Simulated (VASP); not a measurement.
Input:

```
CELL_PARAMETERS angstrom
      4.12000     0.00000     0.00000
      0.00000     4.12000     0.00000
      0.00000     0.00000     4.12000
ATOMIC_POSITIONS crystal
  Cs 0.00000 0.00000 0.00000
  Cl 0.50000 0.50000 0.50000
```

Level of theory: PBE GGA, VASP's PBE PAW potentials (set 64) (plane waves; VASP). Run with 400 eV cut-off, 6×6×6 Γ-centred mesh, Gaussian smearing of 0.050 eV, potentials Cs_sv Cl.

Question: Give the stress tensor in GPa (positive for a compressed cell).

Answer: 
```
1.06  0.00  0.00
0.00  1.06  0.00
0.00  0.00  1.06
```
The pressure is its mean diagonal, 1.06 GPa.

The compound is CsCl in the CsCl type structure. The cell was not relaxed at this level.
